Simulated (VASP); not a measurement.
Level of theory: PBEsol GGA, VASP's PBE PAW potentials (set 64) (plane waves; VASP 6.6.1).

The input files of a VASP run:

KPOINTS:
```
k-points along high-symmetry lines
15
Line-mode
Reciprocal
  0.000000   0.000000   0.000000 ! GAMMA
 -0.500000  -0.500000   0.000000 ! X

 -0.500000  -0.500000   0.000000 ! X
 -0.375000  -0.375000   0.250000 ! U

 -0.375000   0.000000   0.375000 ! K
  0.000000   0.000000   0.000000 ! GAMMA

  0.000000   0.000000   0.000000 ! GAMMA
  0.000000   0.000000   0.500000 ! L

  0.000000   0.000000   0.500000 ! L
 -0.500000  -0.250000   0.250000 ! W

 -0.500000  -0.250000   0.250000 ! W
 -0.500000  -0.500000   0.000000 ! X
```

### INCAR
```
LORBIT=11
ICHARG=11   # fixed density
NELM=100   # most electronic steps
EDIFF=1E-7   # SCF stop (eV)
ALGO=Normal   # blocked Davidson
SYSTEM=PtAl
SIGMA=0.05
LASPH=T
LREAL=F
LMAXMIX=6
PREC=Accurate
GGA=PS   # PBEsol
LCHARG=F
ENCUT=400   # plane-wave cut-off (eV)
LWAVE=F
ISMEAR=0
```

**POSCAR**
```
PtAl
1.0
  0.0000000000   2.7671613691   2.7671613691
  2.7671613691   0.0000000000   2.7671613691
  2.7671613691   2.7671613691   0.0000000000
Pt Al
1 1
direct
  0.0000000000   0.0000000000   0.0000000000
  0.2500000000   0.2500000000   0.2500000000
```

POTCAR, in this order: Pt Al (PBE.64 set). Program: vasp_std. Read from the step before: CHGCAR.

Output

File OSZICAR:
```
       N       E                     dE             d eps       ncg     rms          rms(c)
DAV:   1     0.361482667351E+02    0.36148E+02   -0.48416E+03  1944   0.834E+02
DAV:   2    -0.104583496459E+02   -0.46607E+02   -0.42423E+02  2038   0.163E+02
DAV:   3    -0.116239169706E+02   -0.11656E+01   -0.11578E+01  2164   0.260E+01
DAV:   4    -0.116334053328E+02   -0.94884E-02   -0.94872E-02  2090   0.278E+00
DAV:   5    -0.116335626157E+02   -0.15728E-03   -0.15728E-03  2144   0.360E-01
DAV:   6    -0.116335665261E+02   -0.39104E-05   -0.39104E-05  2118   0.552E-02
DAV:   7    -0.116335666413E+02   -0.11525E-06   -0.11512E-06  2120   0.963E-03
DAV:   8    -0.116335666441E+02   -0.27280E-08   -0.30252E-08  1444   0.162E-03
   1 F= -.11633567E+02 E0= -.11633203E+02  d E =-.727508E-03
```

OUTCAR:
```
 val. band max:        4.9045537231   @ k =  -0.4286  -0.4286   0.0000

 cond. band min:       4.9407451638   @ k =  -0.5000  -0.3036   0.1964



 k-point     1 :       0.0000    0.0000    0.0000
  band No.  band energies     occupation
      1      -2.9589      2.00000
      2       1.5642      2.00000
      3       1.5642      2.00000
      4       1.5642      2.00000
      5       2.6538      2.00000
      6       2.6538      2.00000
      7      12.6816      0.00000
      8      12.6816      0.00000
      9      12.6816      0.00000
     10      13.9616      0.00000

 k-point     2 :      -0.0357   -0.0357    0.0000
  band No.  band energies     occupation
      1      -2.9328      2.00000
      2       1.5545      2.00000
      3       1.5737      2.00000
      4       1.5737      2.00000
      5       2.6430      2.00000
      6       2.6594      2.00000
      7      12.4715      0.00000
      8      12.4715      0.00000
      9      12.5710      0.00000
     10      13.6696      0.00000

 k-point     3 :      -0.0714   -0.0714    0.0000
  band No.  band energies     occupation
      1      -2.8549      2.00000
      2       1.5262      2.00000
      3       1.6020      2.00000
      4       1.6020      2.00000
      5       2.6113      2.00000
      6       2.6760      2.00000
      7      12.0193      0.00000
      8      12.0193      0.00000
      9      12.2688      0.00000
     10      13.3088      0.00000

 k-point     4 :      -0.1071   -0.1071    0.0000
  band No.  band energies     occupation
      1      -2.7260      2.00000
      2       1.4808      2.00000
      3       1.6489      2.00000
      4       1.6489      2.00000
      5       2.5610      2.00000
      6       2.7029      2.00000
      7      11.4891      0.00000
      8      11.4891      0.00000
      9      11.8167      0.00000
     10      12.9503      0.00000

 k-point     5 :      -0.1429   -0.1429    0.0000
  band No.  band energies     occupation
...
```

The density is held fixed in this step, so its total energy and stress have no physical meaning. Unless said otherwise, spin-orbit coupling is left out, though it shifts the bands of the heavy elements here.

The structure was generated: PtAl was put into the zinc blende type (F-43m), which need not be its known phase. It was relaxed first, which changed the volume by -19 %. The electron count is odd and the run is not spin-polarised, which forces a metal.
